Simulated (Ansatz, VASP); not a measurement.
# CuGePSe: VASP beside Ansatz, part 2 of 2

Aim: how closely do two programs agree when they are given the same cell, functional and k mesh? The structure shown is the end of the VASP relaxation below.

VASP 6.6.1 and Ansatz 0.2.0.

So far: Set-up; VASP: relaxation, LDA.

**3. Ansatz: single point, LDA**

Level of this step: Ansatz beside VASP: Kohn-Sham DFT, plane waves, LDA (Ansatz).

Ansatz runs on its default PAW (the set named soft_2) files.

The same cell, functional (in two slightly different forms), mesh and smearing now go to Ansatz, which takes its cutoff from its data sets.

input.yaml

```yaml
crystal:
  lattice:
    - [3.90761604, 0.0, 0.0]
    - [-1.95380802, 3.38409476, 0.0]
    - [0.0, 0.0, 25.34167812]
  atoms:
    - { symbol: Ge, position: [0.33333333, 0.66666667, 0.29595514] }
    - { symbol: Ge, position: [0.0, 0.0, 0.5470709] }
    - { symbol: P, position: [0.66666667, 0.33333333, 0.33352138] }
    - { symbol: P, position: [0.33333333, 0.66666667, 0.58308849] }
    - { symbol: Cu, position: [0.66666667, 0.33333333, 0.42171681] }
    - { symbol: Cu, position: [0.33333333, 0.66666667, 0.66964605] }
    - { symbol: Se, position: [0.0, 0.0, 0.45275221] }
    - { symbol: Se, position: [0.66666667, 0.33333333, 0.68966466] }
hamiltonian:
  xc: lda
  pseudopotentials: { kind: paw }
kpoints:
  mp_grid: { grid: [9, 9, 1] }
scf:
  occupations: { method: gaussian, width: 0.05 }
  n_extra_bands: 6
efield:
  axis: 3
  dipole_correction: true
  ramp_width: 0.04
output:
  forces: true
  eigenvalues: true
```

Command:

```
$ ansatz run input.yaml --threads 4 --pin off --max-ram 9216MiB --backend cpu --events-out ev --progress --plain --runs-dir out
```

Numbers of over 12 decimals in the logs are rounded to 6 here.

Output:

```text
scf.n_extra_bands = 6 over 54 filled bands (N_el = 108.0): the run solves 60 bands
Engine: ansatz 0.2.0, x86_64-unknown-linux-gnu
Pseudopotentials: kind: paw
Pseudopotential: Ge, paw, valence charge 14, recommended cutoff 420 eV (normal), Ge.paw.azcp
Pseudopotential: P, paw, valence charge 5, recommended cutoff 420 eV (normal), P.paw.azcp
Pseudopotential: Cu, paw, valence charge 19, recommended cutoff 420 eV (normal), Cu.paw.azcp
Pseudopotential: Se, paw, valence charge 16, recommended cutoff 420 eV (normal), Se.paw.azcp
Functional definition: SPW92
  exchange = slater_x
  correlation = pw_c
Crystal: 8 atoms, lattice volume = 335.112 Å³
Basis set: ecut = 420 eV, 6589 PW (Γ)
Bands: 60, of which v1, the nominal top of the filled ones, is band 54 counted from 1 (53 counted from 0)
Symmetry: 6 space group operations
Space group: P3m1 (ITA 156), of the structure as read, at distance tolerance 6.9e-5 Å
k-points: 12 of 81 (time reversal used)
Non-local potential: Ge, projectors of the file, l = 0: 2, l = 1: 2, l = 2: 3, l = 3: 1
Non-local potential: P, projectors of the file, l = 0: 2, l = 1: 2, l = 2: 2
Non-local potential: Cu, projectors of the file, l = 0: 3, l = 1: 2, l = 2: 3, l = 3: 1
Non-local potential: Se, projectors of the file, l = 0: 2, l = 1: 2, l = 2: 3, l = 3: 1
PAW form: soft (Blöchl's): semilocal exchange-correlation on the pseudo side does not see the compensation charge
PAW frozen core: Ge, regenerated for the run's functional, and the local potential with it (the file was generated under x = pbe(κ = 0.804, μ = 0.219515), c = pbe(β = 0.066725))
PAW frozen core: P, regenerated for the run's functional, and the local potential with it (the file was generated under x = pbe(κ = 0.804, μ = 0.219515), c = pbe(β = 0.066725))
PAW frozen core: Cu, regenerated for the run's functional, and the local potential with it (the file was generated under x = pbe(κ = 0.804, μ = 0.219515), c = pbe(β = 0.066725))
PAW frozen core: Se, regenerated for the run's functional, and the local potential with it (the file was generated under x = pbe(κ = 0.804, μ = 0.219515), c = pbe(β = 0.066725))
PAW one-centre angular grid: Ge, 590 points (default); XC on 64 Gauss nodes
PAW one-centre angular grid: P, 110 points (default); XC on 64 Gauss nodes
PAW one-centre angular grid: Cu, 590 points (default); XC on 64 Gauss nodes
PAW one-centre angular grid: Se, 590 points (default); XC on 64 Gauss nodes
Initial density: superposition of atomic densities (neutral atoms: chi_scale 0, normalization atom), corrected by the library's trained network
Initial wavefunctions: pseudopotential atomic-orbital guess
Functional: x = slater, c = lda
SCF iter   1: F=—  HF=-33760.803130 eV  |F-HF|=—  |Δ(HF+E_count)|=         —  Δρ=8.68e-3  dr2=1.46e0  ethr=1.77e-3  p=-0.089 e·Å  D=-4.82e-2 V/Å  ΔV_dip=1.22 eV  dr2_dipole=9.47e-1  V_vac-E_F(+/−)=6.06/4.84 eV  ⟨swp⟩=8.2  Hψ=3063  notcnv=0
efield: sawtooth ramp at fractional position 0.9728 (placed from the atoms, in the widest stretch of the axis that holds none; the zero of the levels goes with the place), width 0.0400; the density the first Hamiltonian is built on has a dipole p = -0.089 e·Å; the dipole correction subtracts the counter field D = -4.82e-2 V/Å, which shifts the + side's vacuum level by +1.22 eV against the − side's; the planar-averaged density in the ramp window peaks in size at 1.8e-5 e/Å³
preconditioner: auto → LDOS  [metal: Δε(μ)=0.015 eV  Ē_g=6.914 eV  σ=0.050 eV  W_gap=0.17  n_scr=84 (ndim 8)  ℏωp=14.6 eV  f_vac=0.488  D(μ)=8.57/eV (n_scr^D=70)  β→1.0]
SCF iter   2: F=—  HF=-33760.784879 eV  |F-HF|=—  |Δ(HF+E_count)|=   1.83e-2  Δρ=6.72e-3  dr2=1.19e-1  ethr=1.35e-3  p=-0.082 e·Å  D=-4.44e-2 V/Å  ΔV_dip=1.12 eV  dr2_dipole=6.24e-3  V_vac-E_F(+/−)=6.02/4.90 eV  ⟨swp⟩=2.0  Hψ=1004  notcnv=0  defer=15
SCF iter   3: F=—  HF=-33760.774599 eV  |F-HF|=—  |Δ(HF+E_count)|=   1.03e-2  Δρ=5.83e-3  dr2=1.08e-1  ethr=1.10e-4  p=-0.081 e·Å  D=-4.36e-2 V/Å  ΔV_dip=1.10 eV  dr2_dipole=2.82e-2  V_vac-E_F(+/−)=5.95/4.85 eV  ⟨swp⟩=2.2  Hψ=1395  notcnv=0  defer=18
SCF iter   4: F=—  HF=-33760.762615 eV  |F-HF|=—  |Δ(HF+E_count)|=   1.20e-2  Δρ=9.11e-4  dr2=1.64e-2  ethr=9.98e-5  p=-0.079 e·Å  D=-4.27e-2 V/Å  ΔV_dip=1.08 eV  dr2_dipole=1.11e-2  V_vac-E_F(+/−)=5.96/4.87 eV  ⟨swp⟩=2.1  Hψ=1086  notcnv=0  defer=18
SCF iter   5: F=—  HF=-33760.762212 eV  |F-HF|=—  |Δ(HF+E_count)|=   4.03e-4  Δρ=1.09e-3  dr2=6.71e-3  ethr=1.52e-5  p=-0.076 e·Å  D=-4.12e-2 V/Å  ΔV_dip=1.04 eV  dr2_dipole=2.19e-4  V_vac-E_F(+/−)=5.93/4.88 eV  ⟨swp⟩=1.8  Hψ=807  notcnv=0  defer=18
SCF iter   6: F=—  HF=-33760.761877 eV  |F-HF|=—  |Δ(HF+E_count)|=   3.35e-4  Δρ=4.47e-4  dr2=1.31e-3  ethr=6.22e-6  p=-0.075 e·Å  D=-4.06e-2 V/Å  ΔV_dip=1.03 eV  dr2_dipole=4.09e-6  V_vac-E_F(+/−)=5.92/4.89 eV  ⟨swp⟩=1.3  Hψ=721  notcnv=0  defer=18
SCF iter   7: F=—  HF=-33760.761809 eV  |F-HF|=—  |Δ(HF+E_count)|=   6.73e-5  Δρ=2.99e-4  dr2=6.53e-4  ethr=1.21e-6  p=-0.074 e·Å  D=-4.01e-2 V/Å  ΔV_dip=1.02 eV  dr2_dipole=1.44e-4  V_vac-E_F(+/−)=5.92/4.90 eV  ⟨swp⟩=2.0  Hψ=904  notcnv=0  defer=18
SCF iter   8: F=—  HF=-33760.761799 eV  |F-HF|=—  |Δ(HF+E_count)|=   9.83e-6  Δρ=1.12e-4  dr2=4.78e-5  ethr=6.05e-7  p=-0.074 e·Å  D=-4.00e-2 V/Å  ΔV_dip=1.01 eV  dr2_dipole=1.79e-6  V_vac-E_F(+/−)=5.92/4.91 eV  ⟨swp⟩=1.4  Hψ=724  notcnv=0  defer=18
SCF iter   9: F=—  HF=-33760.761819 eV  |F-HF|=—  |Δ(HF+E_count)|=   1.91e-5  Δρ=4.18e-5  dr2=7.20e-6  ethr=4.42e-8  p=-0.074 e·Å  D=-3.99e-2 V/Å  ΔV_dip=1.01 eV  dr2_dipole=1.30e-6  V_vac-E_F(+/−)=5.92/4.91 eV  ⟨swp⟩=2.0  Hψ=964  notcnv=0  defer=18
SCF iter  10: F=—  HF=-33760.761821 eV  |F-HF|=—  |Δ(HF+E_count)|=   1.98e-6  Δρ=3.34e-5  dr2=3.67e-6  ethr=6.66e-9  p=-0.074 e·Å  D=-3.99e-2 V/Å  ΔV_dip=1.01 eV  dr2_dipole=1.69e-7  V_vac-E_F(+/−)=5.92/4.91 eV  ⟨swp⟩=1.3  Hψ=717  notcnv=0  defer=18
SCF iter  11: F=—  HF=-33760.761820 eV  |F-HF|=—  |Δ(HF+E_count)|=   3.60e-7  Δρ=1.19e-5  dr2=6.02e-7  ethr=3.40e-9  p=-0.074 e·Å  D=-3.99e-2 V/Å  ΔV_dip=1.01 eV  dr2_dipole=4.15e-8  V_vac-E_F(+/−)=5.92/4.91 eV  ⟨swp⟩=2.0  Hψ=863  notcnv=0  defer=18
SCF iter  12: F=—  HF=-33760.761821 eV  |F-HF|=—  |Δ(HF+E_count)|=   6.51e-7  Δρ=7.15e-6  dr2=2.91e-7  ethr=5.57e-10  p=-0.074 e·Å  D=-3.99e-2 V/Å  ΔV_dip=1.01 eV  dr2_dipole=2.64e-8  V_vac-E_F(+/−)=5.92/4.91 eV  ⟨swp⟩=2.0  Hψ=994  notcnv=0  defer=18
SCF iter  13: F=-33760.761821 eV  HF=-33760.761821 eV  |F-HF|=4.47e-8  |Δ(HF+E_count)|=   1.18e-8  Δρ=2.74e-6  dr2=5.12e-8  ethr=9.26e-11  p=-0.074 e·Å  D=-3.99e-2 V/Å  ΔV_dip=1.01 eV  dr2_dipole=6.20e-9  V_vac-E_F(+/−)=5.92/4.91 eV  ⟨swp⟩=10.2  Hψ=3241  notcnv=0
SCF 1 converged in 13 iterations: F = -33760.761821 eV  dr2 = 5.12e-8
  greatest PAW one-centre occupation: 1.000 electrons in one spin orbital (limit 2), on the Cu atom at site 4 (counted from 0), in its partial waves of l = 0
SCF converged after 13 iterations
Free energy (F): -33760.761821 eV
Harris-Foulkes:  -33760.761821 eV  (|F-HF|=4.47e-8)
Internal energy: -33760.748395 eV  (E = F + TS)
E sigma→0 (E₀):  -33760.755108 eV
Entropy (-TS):   -0.013426 eV (-1.678 meV/atom)
Fermi energy:    1.304620 eV
Dipole field:    D = -0.039849 V/Å  (p = -0.073797 e·Å, saw-weighted, corrected)
Work function:   Φ+ = 5.9177 eV   Φ− = 4.9079 eV
Levels:          The Fermi level and band energies are counted from a zero that moves with the ramp; work functions are not
--- Per-component energies (eV) ---
  E_band       = -2837.916482
  E_kinetic    = 1196.709015
  E_local      = -113939.475065  (includes V_loc(G=0)·N_el)
  E_nonlocal   = 522.549852
  E_hartree    = 55588.768602
  E_xc         = -654.175071
  E_vxc        = -674.914042  (∫ρ·V_xc dr)
  E_paw        = -11800.456633  (= ΣΔE_a)
  E_vpaw       = -1122.475301  (= ΣTr[D̂ρ^β])
  E_aug_tail   = -0.000102  (compensation charges beyond the density's cutoff)
  E_efield     = 0.001470  (sawtooth field / dipole correction)
  E_vefield    = 2.200840  (∫n·V_field dr)
  E_ewald      = 35315.944137
  E_core_change = 9.385400  (= ΣΔE_core)
  E_smearing   = -0.013426  (= −TS)
  E_closure    = 0.000000  (closes the sum)
  Σ components = -33760.761821   (vs F -33760.761821, Δ=0.00e0)
--- Forces (eV/Å), atoms counted from 1 ---
  atom   1  Ge    -0.00000000    -0.00000000    -0.21155425
  atom   2  Ge     0.00000000     0.00000000    -0.00815772
  atom   3  P      0.00000000    -0.00000000     0.59748317
  atom   4  P      0.00000000    -0.00000000     0.04917149
  atom   5  Cu     0.00000000    -0.00000000     0.20727464
  atom   6  Cu     0.00000000    -0.00000000    -0.03821417
  atom   7  Se    -0.00000000     0.00000000    -0.56199379
  atom   8  Se     0.00000000     0.00000000    -0.03341619
  max |Σ_I F_I| component: 5.93e-4 eV/Å
--- Band table (eV; the first three rows and the last of 12) ---
  k-point 0: bands = [... 50 lower, 1.3366, 1.4262, 1.4262, 1.7451, 2.0843, 2.0843, 2.3236, 3.8946, ... 2 higher]
  k-point 1: bands = [... 50 lower, 1.0767, 1.2887, 1.2971, 1.8646, 1.9972, 2.1639, 2.6696, 3.8278, ... 2 higher]
  k-point 2: bands = [... 50 lower, 0.1717, 0.9234, 1.1785, 1.3522, 1.7760, 2.3321, 2.8220, 3.9813, ... 2 higher]
  k-point 11: bands = [... 50 lower, -0.5968, -0.1205, 0.2327, 0.7494, 0.9587, 3.0258, 4.5032, 4.7357, ... 2 higher]
```

The job ended after 4.2 s (4 threads of Intel Xeon Platinum 8559C (Emerald Rapids), shared host; peak memory 0.9 GiB; 15 s of CPU time).

In the SCF lines HF is the Harris–Foulkes energy and dr2 the Hartree energy of the density residual, in eV; the loop may stop once dr2 is under the threshold and the program's other checks hold. Hψ counts applications of the Hamiltonian.

**4. Side by side**

Known differences besides the potentials themselves: the two LDA forms differ slightly; the data sets hold 108 valence electrons in Ansatz (default PAW (the set named soft_2) files) and 72 in VASP; the cutoff is 420 eV in Ansatz and 320 eV in VASP (PREC = Normal); VASP's log shows a relativistic correction to its local exchange, Ansatz's none. Total energies have different zeros and are not compared.

Forces (eV/Å; atoms numbered as in POSCAR):

| atom | Ansatz x, y, z | VASP x, y, z |
| --- | --- | --- |
| Ge1 | 0.000, 0.000, -0.212 | 0.000, 0.000, -0.203 |
| Ge2 | 0.000, 0.000, -0.008 | 0.000, 0.000, -0.009 |
| P3 | 0.000, 0.000, 0.597 | 0.000, 0.000, 0.570 |
| P4 | 0.000, 0.000, 0.049 | 0.000, 0.000, 0.015 |
| Cu5 | 0.000, 0.000, 0.207 | 0.000, 0.000, 0.206 |
| Cu6 | 0.000, 0.000, -0.038 | 0.000, 0.000, -0.009 |
| Se7 | 0.000, 0.000, -0.562 | 0.000, 0.000, -0.543 |
| Se8 | 0.000, 0.000, -0.033 | 0.000, 0.000, -0.027 |

The forces differ by 12 meV/Å r.m.s., which is 6.8 % of the r.m.s. force of 0.17 eV/Å (both taken over all components, held atoms included).

**5. Outcome**

```yaml
r_m_s_force_difference_single_point_lda: 12 meV/Å
```

What this shows: The r.m.s. force difference is 12 meV/Å (single point, LDA), at about the 12 meV/Å picked in this series as the mark of a large difference. Such differences can come from data sets, numerical settings and the points named under the comparisons, not from the functional's error against experiment.

[Lines on the potential files, build, host, timing and source positions are cut from VASP's logs without a mark.]

[Logs are printed without paths, hosts, clocks, repeated set-up lines and the standing remarks that a program may print on its own settings, such as how far it seeks lower states.]

[Hosts, paths, dates, database ids (printed as entryN), source tags and the programs' standing remarks are cut or masked in the printed files.]
